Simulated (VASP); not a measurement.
VASP ran on this input.

### INCAR
```
SYSTEM  =  MgS
PREC  =  Accurate; ENCUT  =  400; LREAL  =  F
LASPH  =  T
EDIFF  =  1E-8; NELM  =  100; ALGO  =  Normal
ISMEAR  =  0; SIGMA  =  0.05
GGA  =  PE
ISIF  =  2
LWAVE  =  F; LCHARG  =  F
```

KPOINTS:
```
kpoints
0
gamma
  8 8 8
0 0 0
```

### POSCAR
```
MgS
1
    0.0000000000     2.6520000000     2.6520000000
    2.6520000000     0.0000000000     2.6520000000
    2.6520000000     2.6520000000     0.0000000000
Mg S
1 1
Direct
  0.0000000000   0.0000000000   0.0000000000
  0.5000000000   0.5000000000   0.5000000000
```

POTCAR, in this order: Mg S (PBE.64 set). Program: vasp_std.

Translate this PBE calculation to Quantum ESPRESSO's pw.x.

One equivalent input (not run):
```
&CONTROL
  calculation = 'scf'
  pseudo_dir = './pseudo'
  outdir = './out'
  tprnfor = .true.
  tstress = .true.
/
&SYSTEM
  ibrav = 0
  nat = 2
  ntyp = 2
  ecutwfc = 84
  occupations = 'smearing'
  smearing = 'gaussian'
  degauss = 0.003675
  input_dft = 'pbe'
/
&ELECTRONS
  conv_thr = 7.3e-10
  electron_maxstep = 100
/
ATOMIC_SPECIES
  Mg 24.305 Mg.upf
  S 32.060 S.upf
CELL_PARAMETERS angstrom
     0.0000000    2.6520000    2.6520000
     2.6520000    0.0000000    2.6520000
     2.6520000    2.6520000    0.0000000
ATOMIC_POSITIONS crystal
  Mg   0.0000000  0.0000000  0.0000000
  S    0.5000000  0.5000000  0.5000000
K_POINTS automatic
  8 8 8 0 0 0
```
Limits of the translation: the potentials are each code's own (VASP's PAW set, PseudoDojo norm-conserving files in pw.x), so ENCUT and ecutwfc are chosen apart and not converted; conv_thr bounds pw.x's estimated SCF error, while EDIFF bounds the energy change between steps.

The compound is MgS in the rock salt structure. The cell was not relaxed at this level. The run is one of a series of settings (EDIFF = 1E-8 against the base run), some of them coarse on purpose.
